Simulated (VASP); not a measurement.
Take BaO (rock salt), against free atoms with fixed spin and no zero-point term, in VASP with PAW potentials, and its cohesive energy.

Problem. One run gives 5.25 eV/atom. Which level is it?
(A) LDA
(B) PBEsol
(C) PBE

Solution. B, PBEsol.  The others give 4.93 (PBE), 5.83 (LDA).

Only levels that ran to the end are used. Left out are those held back, those with too coarse a band path, GW runs whose mesh misses a band edge, hybrids' fits of cells that aren't cubic and levels without matching references; a question may draw on a part of the rest.
